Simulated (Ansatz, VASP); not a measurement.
# Bi2Se3 (Bi2Se3 quintuple layer bilayer, AB) in two plane-wave programs, part 2 of 2

One calculation is typed for both programs; each brings its own data sets. How far apart do they land? The structure shown is the start of the Ansatz relaxation below; VASP solves that cell, so the two are compared at the walk's first step.

VASP 6.6.1 and Ansatz 0.2.0.

So far: Starting point; Ansatz: relaxation, PBE with D3(BJ).

## 3. VASP: single point, PBE with D3(BJ), start cell

Level of this step: PBE with D3(BJ); plane waves and PAW (Se, Bi_d) (VASP).

The same cell, functional, mesh and smearing now go to VASP, with its own data sets.

Lines of VASP's logs that name or quote its potential files are left out, and so is its time.

The input, INCAR:

```
SYSTEM = Bi2Se3
PREC = Accurate
ENCUT = 400
EDIFF = 1E-06
NELM = 120
ISMEAR = -1
SIGMA = 0.05
LREAL = .FALSE.
ALGO = Normal
GGA = PE
IVDW = 12
NBANDS = 59
LORBIT = 11
LWAVE = .FALSE.
LCHARG = .FALSE.
ISIF = 2
LDIPOL = .TRUE.
IDIPOL = 3
DIPOL = 0.5 0.5 0.302
LVHAR = .TRUE.
LASPH = .TRUE.
GGA_COMPAT = .FALSE.
EFERMI = MIDGAP
NELMDL = -8
KPAR = 2
```

The input, POSCAR:

```
Bi2Se3
1.0
    4.1900000000      0.0000000000      0.0000000000
   -2.0950000000      3.6286460000      0.0000000000
    0.0000000000      0.0000000000     58.8000000000
Se Bi
6 4
Direct
    0.3333334252      0.6666668504      0.1530612245
    0.0000000000      0.0000000000      0.2142857143
    0.6666667126      0.3333334252      0.2755102041
    0.0000000000      0.0000000000      0.3282312925
    0.6666667126      0.3333334252      0.3894557823
    0.3333334252      0.6666668504      0.4506802721
    0.6666667126      0.3333334252      0.1811224490
    0.3333334252      0.6666668504      0.2474489796
    0.3333334252      0.6666668504      0.3562925170
    0.0000000000      0.0000000000      0.4226190476
```

The input, KPOINTS:

```
Automatic mesh
0
Gamma
12 12 1
0 0 0
```

PAW data sets: Se and Bi_d (PBE family, release 64).

Run with:

```console
> mpirun -np 2 vasp_std
```

Numbers of over 12 decimals in the logs are rounded to 6 here.

The program printed:

```text
[banner, memory and clock lines left out]
running    2 mpi-ranks, on    1 nodes
 distrk:  each k-point on    1 cores,    2 groups
 distr:  one band on    1 cores,    1 groups

 POSCAR found type information on POSCAR SeBi
 POSCAR found :  2 types and      10 ions
 LDA part: xc-table for (Slater+PW92), standard interpolation
|                                                                             |
|           W    W    AA    RRRRR   N    N  II  N    N   GGGG   !!!           |
|           W    W   A  A   R    R  NN   N  II  NN   N  G    G  !!!           |
|           W    W  A    A  R    R  N N  N  II  N N  N  G       !!!           |
|           W WW W  AAAAAA  RRRRR   N  N N  II  N  N N  G  GGG   !            |
|           WW  WW  A    A  R   R   N   NN  II  N   NN  G    G                |
|           W    W  A    A  R    R  N    N  II  N    N   GGGG   !!!           |
|                                                                             |
|     One of the lattice vectors is very long (>50 A), but AMIN is rather     |
|     large. This can spoil convergence since charge sloshing might occur     |
|     along the long lattice vector. If problems with convergence are         |
|     observed, try to decrease AMIN to a smaller value (e.g. 0.01).          |
|     Note: This warning only applies if the self-consistency cycle is        |
|     used.                                                                   |
|                                                                             |

 POSCAR, INCAR and KPOINTS ok, starting setup
 FFT: planning ... GRIDC
 FFT: planning ... GRID_SOFT
 FFT: planning ... GRID
 WAVECAR not read
 entering main loop
       N       E                     dE             d eps       ncg     rms          rms(c)
DAV:   1     0.801613055584E+03    0.80161E+03   -0.36372E+04  2786   0.107E+03
DAV:   2     0.550744020790E+02   -0.74654E+03   -0.73218E+03  2776   0.296E+02
DAV:   3    -0.381836745855E+02   -0.93258E+02   -0.91640E+02  2740   0.120E+02
DAV:   4    -0.420310900899E+02   -0.38474E+01   -0.38143E+01  2590   0.279E+01
DAV:   5    -0.422058283459E+02   -0.17474E+00   -0.17434E+00  3080   0.523E+00
DAV:   6    -0.422095098633E+02   -0.36815E-02   -0.36799E-02  3139   0.805E-01
DAV:   7    -0.422096471817E+02   -0.13732E-03   -0.13729E-03  3345   0.126E-01
DAV:   8    -0.422096499806E+02   -0.27990E-05   -0.27985E-05  2691   0.194E-02    0.703E+00
DAV:   9    -0.403195810070E+02    0.18901E+01   -0.32551E+00  2601   0.890E+00    0.422E+00
DAV:  10    -0.403477076067E+02   -0.28127E-01   -0.98573E-01  2736   0.334E+00    0.217E+00
DAV:  11    -0.403709279288E+02   -0.23220E-01   -0.14181E-01  2699   0.199E+00    0.738E-01
DAV:  12    -0.403731845181E+02   -0.22566E-02   -0.32515E-02  2656   0.170E+00    0.368E-01
DAV:  13    -0.403659226872E+02    0.72618E-02   -0.45944E-03  2651   0.945E-01    0.177E-01
DAV:  14    -0.403664499288E+02   -0.52724E-03   -0.71355E-03  2798   0.443E-01    0.103E-01
[...]
DAV:  19    -0.403669606788E+02   -0.28635E-04   -0.30010E-06  2020   0.645E-03    0.361E-03
DAV:  20    -0.403669818943E+02   -0.21216E-04   -0.65710E-07  1457   0.362E-03    0.217E-03
DAV:  21    -0.403670026139E+02   -0.20720E-04   -0.32798E-07  1436   0.336E-03    0.170E-03
DAV:  22    -0.403670259424E+02   -0.23329E-04   -0.23125E-07  1529   0.216E-03    0.145E-03
DAV:  23    -0.403670352370E+02   -0.92946E-05   -0.24325E-07  1348   0.317E-03    0.998E-04
DAV:  24    -0.403670416509E+02   -0.64139E-05   -0.89013E-08  1353   0.133E-03    0.775E-04
DAV:  25    -0.403670454177E+02   -0.37669E-05   -0.77696E-08  1492   0.848E-04    0.669E-04
DAV:  26    -0.403670463779E+02   -0.96014E-06   -0.22899E-08  1289   0.697E-04
   1 F= -.43694677E+02 E0= -.43694668E+02  d E =-.180485E-04
```

OUTCAR, selected parts (step 3):

```text
ion  position               nearest neighbor table
   1  0.333  0.667  0.153-   7 2.93   7 2.93   7 2.93
   2  0.000  0.000  0.214-   7 3.11   8 3.11   8 3.11   7 3.11   7 3.11   8 3.11
   3  0.667  0.333  0.276-   8 2.93   8 2.93   8 2.93
   4  0.000  0.000  0.328-   9 2.93   9 2.93   9 2.93
   5  0.667  0.333  0.389-   9 3.11  10 3.11   9 3.11   9 3.11  10 3.11  10 3.11
   6  0.333  0.667  0.451-  10 2.93  10 2.93  10 2.93
   7  0.667  0.333  0.181-   1 2.93   1 2.93   1 2.93   2 3.11   2 3.11   2 3.11
   8  0.333  0.667  0.247-   3 2.93   3 2.93   3 2.93   2 3.11   2 3.11   2 3.11
   9  0.333  0.667  0.356-   4 2.93   4 2.93   4 2.93   5 3.11   5 3.11   5 3.11
  10  0.000  0.000  0.423-   6 2.93   6 2.93   6 2.93   5 3.11   5 3.11   5 3.11

  LATTYP: Found a hexagonal cell.
 ALAT       =     4.1900000000
 C/A-ratio  =    14.0334128878

 Subroutine GETGRP returns: Found 12 space group operations
 (whereof  6 operations were pure point group operations)

The static configuration has the point symmetry C_3v.
 The point group associated with its full space group is D_3d.

 Found     19 irreducible k-points:

   k-points           NKPTS =     19   k-points in BZ     NKDIM =     19   number of bands    NBANDS=     59

   dimension x,y,z NGX =    28 NGY =   28 NGZ =  384
   dimension x,y,z NGXF=    56 NGYF=   56 NGZF=  768

   ENCUT  =  400.0 eV  29.40 Ry    5.42 a.u.   6.83  6.83 95.89*2*pi/ulx,y,z

   NELECT =      96.0000    total number of electrons

 k-points in reciprocal lattice and weights: Automatic mesh
   0.00000000  0.00000000  0.00000000       0.007
   0.08333333 -0.00000000  0.00000000       0.042
   0.16666667  0.00000000  0.00000000       0.042
   0.25000000 -0.00000000  0.00000000       0.042
   0.33333333 -0.00000000  0.00000000       0.042
   0.41666667  0.00000000  0.00000000       0.042
   0.50000000 -0.00000000  0.00000000       0.021
   0.08333333  0.08333333  0.00000000       0.042
   0.16666667  0.08333333  0.00000000       0.083
[...]
0.33333333  0.25000000  0.00000000       0.083
   0.33333333  0.33333333  0.00000000       0.014

 dipolmoment           0.000000      0.000000     -0.000041 electrons x Angstroem

 average (electrostatic) potential at core
       1 -60.1029       2 -60.1396       3 -60.1361       4 -60.1362       5 -60.1399
       6 -60.1033       7-113.4916       8-113.4883       9-113.4885      10-113.4920

 E-fermi :  -2.1616

 k-point     1 :       0.0000    0.0000    0.0000
  band No.  band energies     occupation
    ...
     44      -3.3013      2.00000
     45      -3.2574      2.00000
     46      -3.2574      2.00000
     47      -3.1881      2.00000
     48      -2.6149      1.99977
     49      -1.8301      0.00264
     50      -1.6644      0.00010
     51      -0.6564      0.00000
     52      -0.6564      0.00000
     53      -0.5959      0.00000
    ...

 k-point     2 :       0.0833   -0.0000    0.0000
  band No.  band energies     occupation
    ...
     44      -3.2736      2.00000
     45      -3.2304      2.00000
     46      -2.9568      2.00000
     47      -2.8233      2.00000
     48      -2.6192      1.99979
     49      -1.4208      0.00000
     50      -1.3185      0.00000
     51      -0.8822      0.00000
     52      -0.7433      0.00000
     53      -0.5592      0.00000
    ...

 k-point     3 :       0.1667    0.0000    0.0000
  band No.  band energies     occupation
    ...
     44      -3.2207      2.00000
     45      -3.1586      2.00000
     46      -3.0331      2.00000
     47      -2.8852      2.00000
     48      -2.6904      1.99995
     49      -1.1693      0.00000
     50      -0.9985      0.00000
     51      -0.4723      0.00000
     52      -0.3568      0.00000
     53      -0.2846      0.00000
    ...

 Edisp (eV)   -3.32763

  Total      -5.79733    -5.79733    -6.74793     0.00000    -0.00000     0.00000
  in kB     -10.38970   -10.38970   -12.09332     0.00000    -0.00000     0.00000
  external pressure =      -10.96 kB  Pullay stress =        0.00 kB

  energy-cutoff  :      400.00
  volume of cell :      894.00
      direct lattice vectors                 reciprocal lattice vectors
     4.190000000  0.000000000  0.000000000     0.238663484  0.137792444  0.000000000
    -2.095000000  3.628646000  0.000000000     0.000000000  0.275584888  0.000000000
     0.000000000  0.000000000 58.800000000     0.000000000  0.000000000  0.017006803

 POSITION                                       TOTAL-FORCE (eV/Angst)
 -----------------------------------------------------------------------------------
      0.00000      2.41910      9.00000        -0.000000      0.000000      0.649958
      0.00000      0.00000     12.60000        -0.000000      0.000000      0.012568
      2.09500      1.20955     16.20000         0.000000     -0.000000     -0.526053
      0.00000      0.00000     19.30000        -0.000000      0.000000      0.526053
      2.09500      1.20955     22.90000         0.000000      0.000000     -0.012568
      0.00000      2.41910     26.50000         0.000000      0.000000     -0.649958
      2.09500      1.20955     10.65000        -0.000000      0.000000     -0.435699
      0.00000      2.41910     14.55000         0.000000     -0.000000      0.452795
      0.00000      2.41910     20.95000        -0.000000      0.000000     -0.452795
      0.00000      0.00000     24.85000         0.000000     -0.000000      0.435699
 -----------------------------------------------------------------------------------
    total drift:                               -0.000001     -0.002417     -0.002189

  FREE ENERGIE OF THE ION-ELECTRON SYSTEM (eV)
  ---------------------------------------------------
  free  energy   TOTEN  =       -43.6946766119 eV

  energy  without entropy=      -43.6946585635  energy(sigma->0) =      -43.69466759

 vacuum level on the upper side and lower side of the slab         3.293         3.293

 total charge
# of ion       s       p       d       tot
------------------------------------------
    1        1.485   2.247   0.016   3.747
    2        1.471   2.313   0.019   3.802
    3        1.487   2.241   0.017   3.745
    4        1.487   2.241   0.017   3.745
    5        1.471   2.313   0.019   3.802
    6        1.485   2.247   0.016   3.747
    7        1.620   1.026   9.952  12.598
    8        1.619   1.029   9.952  12.601
    9        1.619   1.029   9.952  12.601
   10        1.620   1.026   9.952  12.598
--------------------------------------------------
tot         15.364  17.713  39.910  72.987

[... 3 further parts left out ...]
```

## 4. Differences

Known differences besides the potentials themselves: Ansatz cuts the interaction across the vacuum, VASP repeats the sheet with a dipole correction; the data sets hold 156 valence electrons in Ansatz (on its default PAW (the set named soft_2) files) and 96 in VASP; Ansatz takes its cutoff from its data sets, VASP runs at 400 eV. Total energies have different zeros and are not compared.

Forces (eV/Å; atoms numbered as in POSCAR):

| atom | Ansatz x, y, z | VASP x, y, z |
| --- | --- | --- |
| Se1 | 0.000, 0.000, 0.659 | 0.000, 0.000, 0.650 |
| Se2 | 0.000, 0.000, 0.013 | 0.000, 0.000, 0.013 |
| Se3 | 0.000, 0.000, -0.535 | 0.000, 0.000, -0.526 |
| Se4 | 0.000, 0.000, 0.535 | 0.000, 0.000, 0.526 |
| Se5 | 0.000, 0.000, -0.013 | 0.000, 0.000, -0.013 |
| Se6 | 0.000, 0.000, -0.659 | 0.000, 0.000, -0.650 |
| Bi7 | 0.000, 0.000, -0.441 | 0.000, 0.000, -0.436 |
| Bi8 | 0.000, 0.000, 0.460 | 0.000, 0.000, 0.453 |
| Bi9 | 0.000, 0.000, -0.460 | 0.000, 0.000, -0.453 |
| Bi10 | 0.000, 0.000, 0.441 | 0.000, 0.000, 0.436 |

The forces differ by 4.0 meV/Å r.m.s., which is 1.5 % of the r.m.s. force of 0.270 eV/Å (both taken over all components). With vacuum in the cell, a pressure given here is an average over mostly empty space and none of the material.

## 5. Results

| Quantity | Value |
| --- | --- |
| r.m.s. force difference (single point, PBE with D3(BJ), start cell) | 1.5 % of the r.m.s. force |

The r.m.s. force difference is 1.5 % of the r.m.s. force (single point, PBE with D3(BJ), start cell), within the 3 % picked in this series as the mark of a large difference. The data sets hold unlike numbers of valence electrons (156 in Ansatz and 96 in VASP), so part of the differences comes from the potentials. 1 further run of this series is not shown here. Such differences can come from data sets, numerical settings and the points named under the comparisons, not from the functional's error against experiment.

[Lines on the potential files, build, host, timing and source positions are cut from VASP's logs without a mark.]

[Logs are printed without paths, hosts, clocks, repeated set-up lines and the standing remarks that a program may print on its own settings, such as how far it seeks lower states.]

[Hosts, paths, dates, database ids (printed as entryN), source tags and the programs' standing remarks are cut or masked in the printed files.]
